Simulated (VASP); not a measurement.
Computed with PBEsol GGA, VASP's PBE PAW potentials (set 64) (plane waves; VASP).

Input for VASP

### INCAR
```
! general
SYSTEM =ZrB
PREC   =Accurate
ENCUT  =520
LREAL  =F
LASPH  =T
ICHARG =11

! electronic loop
EDIFF  =1E-7
NELM   =100
ALGO   =Normal
LMAXMIX=4

! smearing
ISMEAR =0
SIGMA  =0.05

! functional
GGA    =PS

! output
LWAVE  =F
LCHARG =F
LORBIT =11
```

### KPOINTS
```
k-points along high-symmetry lines
15
Line-mode
Reciprocal
  0.000000   0.000000   0.000000 ! GAMMA
  0.000000   0.500000   0.000000 ! X

  0.000000   0.500000   0.000000 ! X
  0.500000   0.500000   0.000000 ! M

  0.500000   0.500000   0.000000 ! M
  0.000000   0.000000   0.000000 ! GAMMA

  0.000000   0.000000   0.000000 ! GAMMA
  0.500000   0.500000   0.500000 ! R

  0.500000   0.500000   0.500000 ! R
  0.000000   0.500000   0.000000 ! X

  0.500000   0.500000   0.500000 ! R
  0.500000   0.500000   0.000000 ! M
```

### POSCAR
```
ZrB
1
    2.9949390217     0.0000000000     0.0000000000
    0.0000000000     2.9949390217     0.0000000000
   -0.0000000000    -0.0000000000     2.9949390217
Zr B
1 1
Direct
  0.0000000000   0.0000000000   0.0000000000
  0.5000000000   0.5000000000   0.5000000000
```

POTCAR, in this order: Zr_sv B (PBE.64 set). Program: vasp_std. Read from the step before: CHGCAR.

The resulting files:

File OSZICAR:
```
       N       E                     dE             d eps       ncg     rms          rms(c)
DAV:   1     0.972085288715E+02    0.97209E+02   -0.81484E+03  1980   0.131E+03
DAV:   2    -0.127096579949E+02   -0.10992E+03   -0.10600E+03  2187   0.332E+02
DAV:   3    -0.171026831165E+02   -0.43930E+01   -0.42333E+01  3143   0.556E+01
DAV:   4    -0.172109838452E+02   -0.10830E+00   -0.10785E+00  2412   0.832E+00
DAV:   5    -0.172146776195E+02   -0.36938E-02   -0.36913E-02  2973   0.108E+00
DAV:   6    -0.172147047299E+02   -0.27110E-04   -0.27111E-04  2465   0.100E-01
DAV:   7    -0.172147052134E+02   -0.48342E-06   -0.48376E-06  2938   0.941E-03
DAV:   8    -0.172147052175E+02   -0.40964E-08   -0.32290E-08  1739   0.908E-04
   1 F= -.17214705E+02 E0= -.17213485E+02  d E =-.244139E-02
```

File OUTCAR:
```
 val. band max:        9.3308307879   @ k =   0.5000   0.5000   0.1071

 cond. band min:       9.3530734975   @ k =   0.0714   0.5000   0.0000



 k-point     1 :       0.0000    0.0000    0.0000
  band No.  band energies     occupation
      1     -38.7062      2.00000
      2     -16.3440      2.00000
      3     -16.3440      2.00000
      4     -16.3440      2.00000
      5      -0.0880      2.00000
      6       7.7286      2.00000
      7       7.7286      2.00000
      8      12.2425      0.00000
      9      12.2425      0.00000
     10      12.2425      0.00000
     11      14.4658      0.00000

 k-point     2 :       0.0000    0.0357    0.0000
  band No.  band energies     occupation
      1     -38.7048      2.00000
      2     -16.3584      2.00000
      3     -16.3427      2.00000
      4     -16.3427      2.00000
      5      -0.0614      2.00000
      6       7.7338      2.00000
      7       7.7397      2.00000
      8      12.1598      0.00000
      9      12.1598      0.00000
     10      12.2181      0.00000
     11      14.4714      0.00000

 k-point     3 :       0.0000    0.0714    0.0000
  band No.  band energies     occupation
      1     -38.7007      2.00000
      2     -16.4007      2.00000
      3     -16.3388      2.00000
      4     -16.3388      2.00000
      5       0.0175      2.00000
      6       7.7429      2.00000
      7       7.7726      2.00000
      8      11.9437      0.00000
      9      11.9437      0.00000
     10      12.1577      0.00000
     11      14.4869      0.00000

 k-point     4 :       0.0000    0.1071    0.0000
  band No.  band energies     occupation
      1     -38.6941      2.00000
      2     -16.4681      2.00000
      3     -16.3325      2.00000
      4     -16.3325      2.00000
      5       0.1467      2.00000
      6       7.7368      2.00000
      7       7.8265      2.00000
      8      11.6519      0.00000
      9      11.6519      0.00000
     10      12.0963      0.00000
...
```

The density is held fixed in this step, so its total energy and stress have no physical meaning.

The structure was generated: ZrB was put into the CsCl type type (Pm-3m), which need not be its known phase. It was relaxed first, which changed the volume by -30 %. The electron count is odd and the run is not spin-polarised, which forces a metal.
